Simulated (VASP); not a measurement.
A cell of SnTe (rock salt) near equilibrium:

```yaml
crystal:
  lattice:
    - [0.00000, 3.20223, 3.20223]
    - [3.20223, 0.00000, 3.20223]
    - [3.20223, 3.20223, 0.00000]
  atoms:
    - { symbol: Sn, position: [0.00000, 0.00000, 0.00000] }
    - { symbol: Te, position: [0.50000, 0.50000, 0.50000] }
```

Calculation: PBE GGA, VASP's PBE PAW potentials (set 64) (plane waves; VASP 6.6.1).

Unless said otherwise, spin-orbit coupling is left out, though it shifts the bands of the heavy elements here.

```tsv
run	ΔE (meV/atom)	σxx	σyy	σzz	largest shear component, with its sign (GPa)	largest force (eV/Å)	gap (eV)
as it is	0.0	0.12	0.12	0.12	0.00	0.000	0.04
after one change	2.7	-1.02	-1.02	-1.02	0.00	0.000	0.12
```
Stress is in GPa, positive when the cell is compressed; gaps are those on the k-mesh, and 0.00 means metallic.

Q: Name the change that produced these shifts.
A) isotropic strain of +1.0 %
B) biaxial strain of +1.0 % in the yz plane
C) shear strain γ_xz = -1.0 %
D) atom 2 (Te) moved by -0.100 Å along z

A: A, isotropic strain of +1.0 %

The compound is SnTe in the rock salt structure, which distorts at low temperature.
